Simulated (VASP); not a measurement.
All values below come from PBE GGA with D3 dispersion (zero damping), VASP's PBE PAW potentials (set 64) (plane waves; VASP).

VASP input:

**KPOINTS**
```
Automatic mesh
0
G
6 6 4
0 0 0
```

**POSCAR**
```
Te
1.0
  2.2338302331  -3.8691071630   0.0000000000
  2.2338302331   3.8691071630   0.0000000000
  0.0000000000   0.0000000000   6.0098894432
Te
3
direct
  0.0000000000   0.2744198103   0.6666670000
  0.7255801897   0.7255801897   0.0000000000
  0.2744198103   0.0000000000   0.3333330000
```

**INCAR**
```
! general
SYSTEM  = Te
PREC    = Accurate
ENCUT   = 520
LREAL   = F
LASPH   = T

! electronic loop
EDIFF   = 1E-7   ! SCF stop (eV)
NELM    = 100   ! most electronic steps
ALGO    = Normal   ! blocked Davidson
LMAXMIX = 4   ! l cut-off of mixed one-centre charges

! smearing
ISMEAR  = 0   ! Gaussian
SIGMA   = 0.05   ! width (eV)

! functional
GGA     = PE   ! PBE
IVDW    = 11

! ions
IBRION  = 2
NSW     = 30   ! most ionic steps
ISIF    = 4   ! ions and shape, fixed volume
EDIFFG  = -0.01   ! ionic stop

! output
LWAVE   = F
LCHARG  = F
```

POTCAR, in this order: Te (PBE.64 set). Program: vasp_std.

The run wrote:

OSZICAR:
```
       N       E                     dE             d eps       ncg     rms          rms(c)
DAV:   1     0.780010846714E+02    0.78001E+02   -0.65492E+03   624   0.111E+03
DAV:   2    -0.350643331625E+01   -0.81508E+02   -0.78830E+02   844   0.155E+02
DAV:   3    -0.931849373210E+01   -0.58121E+01   -0.57436E+01   759   0.463E+01
DAV:   4    -0.943410792341E+01   -0.11561E+00   -0.11543E+00   759   0.783E+00
DAV:   5    -0.943635237844E+01   -0.22445E-02   -0.22444E-02   795   0.107E+00    0.115E+01
DAV:   6    -0.942316642117E+01    0.13186E-01   -0.18851E-02   664   0.942E-01    0.731E+00
DAV:   7    -0.942215361998E+01    0.10128E-02   -0.39002E-02   654   0.138E+00    0.315E-01
DAV:   8    -0.942151252937E+01    0.64109E-03   -0.70776E-03   639   0.536E-01    0.137E-01
DAV:   9    -0.942155288955E+01   -0.40360E-04   -0.20279E-04   810   0.111E-01    0.916E-02
DAV:  10    -0.942158082068E+01   -0.27931E-04   -0.43502E-05   676   0.478E-02    0.143E-02
DAV:  11    -0.942157919383E+01    0.16268E-05   -0.86265E-06   669   0.200E-02    0.455E-03
DAV:  12    -0.942157949857E+01   -0.30473E-06   -0.77389E-07   719   0.604E-03    0.200E-03
DAV:  13    -0.942157947845E+01    0.20118E-07   -0.41823E-07   634   0.439E-03
   1 F= -.10199791E+02 E0= -.10199672E+02  d E =-.101998E+02
       N       E                     dE             d eps       ncg     rms          rms(c)
DAV:   1    -0.942374015146E+01   -0.21607E-02   -0.11429E-01   624   0.188E+00    0.341E-01
DAV:   2    -0.942401988131E+01   -0.27973E-03   -0.45503E-03   694   0.419E-01    0.758E-02
DAV:   3    -0.942395648589E+01    0.63395E-04   -0.10192E-04   704   0.741E-02    0.532E-02
DAV:   4    -0.942394073785E+01    0.15748E-04   -0.83907E-05   644   0.583E-02    0.182E-02
DAV:   5    -0.942394255428E+01   -0.18164E-05   -0.10292E-05   649   0.201E-02    0.810E-03
DAV:   6    -0.942394295310E+01   -0.39882E-06   -0.37865E-07   734   0.481E-03    0.566E-03
DAV:   7    -0.942394310310E+01   -0.15000E-06   -0.63189E-08   352   0.177E-03    0.149E-03
DAV:   8    -0.942394314717E+01   -0.44069E-07   -0.11037E-08   312   0.828E-04
   2 F= -.10202992E+02 E0= -.10202939E+02  d E =-.320061E-02
       N       E                     dE             d eps       ncg     rms          rms(c)
DAV:   1    -0.942465076750E+01   -0.70766E-03   -0.37534E-01   624   0.340E+00    0.639E-01
DAV:   2    -0.942555232581E+01   -0.90156E-03   -0.15000E-02   694   0.761E-01    0.139E-01
DAV:   3    -0.942533842921E+01    0.21390E-03   -0.34010E-04   709   0.135E-01    0.986E-02
DAV:   4    -0.942527999811E+01    0.58431E-04   -0.28836E-04   644   0.108E-01    0.344E-02
DAV:   5    -0.942528573135E+01   -0.57332E-05   -0.36220E-05   644   0.378E-02    0.154E-02
DAV:   6    -0.942528679850E+01   -0.10671E-05   -0.13325E-06   831   0.901E-03    0.110E-02
DAV:   7    -0.942528713169E+01   -0.33319E-06   -0.20940E-07   450   0.322E-03    0.279E-03
DAV:   8    -0.942528722200E+01   -0.90312E-07   -0.33152E-08   312   0.146E-03
   3 F= -.10205670E+02 E0= -.10205663E+02  d E =-.587841E-02
       N       E                     dE             d eps       ncg     rms          rms(c)
DAV:   1    -0.942513774061E+01    0.14939E-03   -0.85629E-03   624   0.514E-01    0.968E-02
DAV:   2    -0.942515887943E+01   -0.21139E-04   -0.34490E-04   699   0.115E-01    0.209E-02
DAV:   3    -0.942515453611E+01    0.43433E-05   -0.80463E-06   704   0.207E-02    0.148E-02
DAV:   4    -0.942515409124E+01    0.44487E-06   -0.66975E-06   644   0.164E-02    0.525E-03
DAV:   5    -0.942515431184E+01   -0.22060E-06   -0.88043E-07   639   0.588E-03    0.241E-03
DAV:   6    -0.942515438878E+01   -0.76940E-07   -0.26444E-08   312   0.139E-03
   4 F= -.10205717E+02 E0= -.10205713E+02  d E =-.592599E-02
       N       E                     dE             d eps       ncg     rms          rms(c)
DAV:   1    -0.942520434820E+01   -0.50036E-04   -0.24573E-03   624   0.290E-01    0.252E-02
DAV:   2    -0.942520657184E+01   -0.22236E-05   -0.10256E-04   694   0.626E-02    0.126E-02
DAV:   3    -0.942520476844E+01    0.18034E-05   -0.45192E-06   704   0.149E-02    0.498E-03
DAV:   4    -0.942520500161E+01   -0.23317E-06   -0.11475E-06   699   0.662E-03    0.142E-03
DAV:   5    -0.942520505665E+01   -0.55040E-07   -0.72563E-08   322   0.177E-03
   5 F= -.10205788E+02 E0= -.10205782E+02  d E =-.704962E-04
```

**OUTCAR**
```
------------------------ aborting loop because EDIFF is reached ----------------------------------------
 Edisp (eV)   -0.78058
  FORCE on cell =-STRESS in cart. coord.  units (eV):
  Direction    XX          YY          ZZ          XY          YZ          ZX
  --------------------------------------------------------------------------------------
  Total      -0.53293    -0.53293    -0.49777     0.00000    -0.00000     0.00000
  in kB      -8.21906    -8.21906    -7.67684     0.00000    -0.00000     0.00000
  external pressure =       -8.04 kB  Pullay stress =        0.00 kB
  volume of cell :      103.89
      direct lattice vectors                 reciprocal lattice vectors
     2.248917986 -3.895239946  0.000000000     0.222329139 -0.128361797  0.000000000
     2.248917986  3.895239946  0.000000000     0.222329139  0.128361797 -0.000000000
    -0.000000000  0.000000000  5.929520471    -0.000000000  0.000000000  0.168647702
 POSITION                                       TOTAL-FORCE (eV/Angst)
 -----------------------------------------------------------------------------------
      2.85716     -2.84174      3.95302        -0.004447     -0.007703      0.000000
      3.28136      0.00000      0.00000         0.008894     -0.000000      0.000000
      2.85716      2.84174      1.97650        -0.004447      0.007703     -0.000000
 -----------------------------------------------------------------------------------
    total drift:                               -0.000180     -0.000401      0.000014
  FREE ENERGIE OF THE ION-ELECTRON SYSTEM (eV)
  ---------------------------------------------------
  free  energy   TOTEN  =       -10.2057879638 eV

  energy  without entropy=      -10.2057763560  energy(sigma->0) =      -10.20578216

 reached required accuracy - stopping structural energy minimisation
```
(Selected blocks of OUTCAR.)

**CONTCAR**
```
Te
   1.00000000000000
     2.2489179862673359   -3.8952399461234819    0.0000000000000000
     2.2489179862673359    3.8952399461234819    0.0000000000000000
    -0.0000000000000000    0.0000000000000000    5.9295204714924790
  Te
     3
Direct
     0.9999999999969286    0.2704576516173502    0.6666669999999968
     0.7295423483857213    0.7295423483857213    0.0000000000000000
     0.2704576516173502    0.9999999999969286    0.3333330000000032
```

OUTCAR:
```
 val. band max:        5.7021074156   @ k =   0.3333   0.3333   0.5000

 cond. band min:       5.9155003902   @ k =   0.3333   0.3333   0.5000


 Fermi energy:         5.8125166005

 k-point     1 :       0.0000    0.0000    0.0000
  band No.  band energies     occupation
      1      -7.7575      2.00000
      2      -4.5416      2.00000
      3      -4.5415      2.00000
      4       2.6857      2.00000
      5       2.9799      2.00000
      6       2.9799      2.00000
      7       4.0439      2.00000
      8       4.0439      2.00000
      9       4.8405      2.00000
     10       6.6956      0.00000
     11       6.6956      0.00000
     12       7.2403      0.00000
     13      10.7245      0.00000

 k-point     2 :       0.1667   -0.0000    0.0000
  band No.  band energies     occupation
      1      -7.5775      2.00000
      2      -4.6141      2.00000
      3      -4.5004      2.00000
      4       1.6816      2.00000
      5       2.2942      2.00000
      6       2.6289      2.00000
      7       4.4783      2.00000
      8       4.7863      2.00000
      9       4.9674      2.00000
     10       6.4745      0.00000
     11       6.5918      0.00000
     12       7.0894      0.00000
     13      10.1025      0.00000

 k-point     3 :       0.3333    0.0000    0.0000
  band No.  band energies     occupation
      1      -7.1048      2.00000
      2      -4.9478      2.00000
      3      -4.4055      2.00000
      4       1.0039      2.00000
      5       1.6045      2.00000
      6       2.1588      2.00000
      7       3.4097      2.00000
      8       4.7810      2.00000
      9       4.9147      2.00000
     10       6.5201      0.00000
     11       6.6683      0.00000
     12       8.3727      0.00000
     13       9.0810      0.00000

 k-point     4 :       0.5000    0.0000    0.0000
  band No.  band energies     occupation
      1      -6.7358      2.00000
      2      -5.2906      2.00000
      3      -4.3521      2.00000
...
```

Unless said otherwise, spin-orbit coupling is left out, though it shifts the bands of the heavy elements here.

The compound is Te in the trig structure. This cell is one point of a volume scan, at 1.03 of the reference volume. Symmetry was kept, so distortions that lower it aren't found.
